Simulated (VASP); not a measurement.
The input files of a VASP run:

File POSCAR:
```
C
1.0
  0.0000000000   1.7842427019   1.7842427019
  1.7842427019   0.0000000000   1.7842427019
  1.7842427019   1.7842427019   0.0000000000
C
2
direct
  0.0000000000   0.0000000000   0.0000000000
  0.2500000000   0.2500000000   0.2500000000
```

### INCAR
```
ISIF  =  2   ! forces and stress, cell fixed
NELM  =  100
NEDOS  =  601
PREC  =  Accurate
LREAL  =  .False.   ! projection in real space or not
AGGAC  =  0.0
EDIFF  =  1E-7   ! SCF stop (eV)
LORBIT  =  11
LWAVE  =  .False.
ISMEAR  =  -5
GGA  =  MK
ZAB_VDW  =  -1.8867
ALGO  =  Normal
SYSTEM  =  C
LUSE_VDW  =  .True.
PARAM2  =  0.7114
ENCUT  =  520   ! plane-wave cut-off (eV)
LASPH  =  .True.   ! aspherical one-centre terms
LCHARG  =  .True.
PARAM1  =  0.1234568
```

KPOINTS:
```
Automatic mesh
0
Gamma
14 14 14
0 0 0
```

POTCAR, in this order: C (PBE.64 set). Program: vasp_std.

Task: Translate this rev-vdW-DF2 calculation to Quantum ESPRESSO's pw.x.

Result: One equivalent input (not run):
```
&CONTROL
  calculation = 'scf'
  pseudo_dir = './pseudo'
  outdir = './out'
  tprnfor = .true.
  tstress = .true.
/
&SYSTEM
  ibrav = 0
  nat = 2
  ntyp = 1
  ecutwfc = 82
  occupations = 'tetrahedra'
  input_dft = 'vdw-df2-b86r'
/
&ELECTRONS
  conv_thr = 7.3e-09
  electron_maxstep = 100
/
ATOMIC_SPECIES
  C 12.011 C.upf
CELL_PARAMETERS angstrom
     0.0000000    1.7842427    1.7842427
     1.7842427   -0.0000000    1.7842427
     1.7842427    1.7842427    0.0000000
ATOMIC_POSITIONS crystal
  C    0.0000000  0.0000000  0.0000000
  C    0.2500000  0.2500000  0.2500000
K_POINTS automatic
  14 14 14 0 0 0
```
The two are equivalent in intent, not identical: the potentials are each code's own (VASP's PAW set, PseudoDojo norm-conserving files in pw.x), so ENCUT and ecutwfc are chosen apart and not converted; conv_thr bounds pw.x's estimated SCF error, while EDIFF bounds the energy change between steps.

The compound is C in the diamond structure. It was relaxed first.
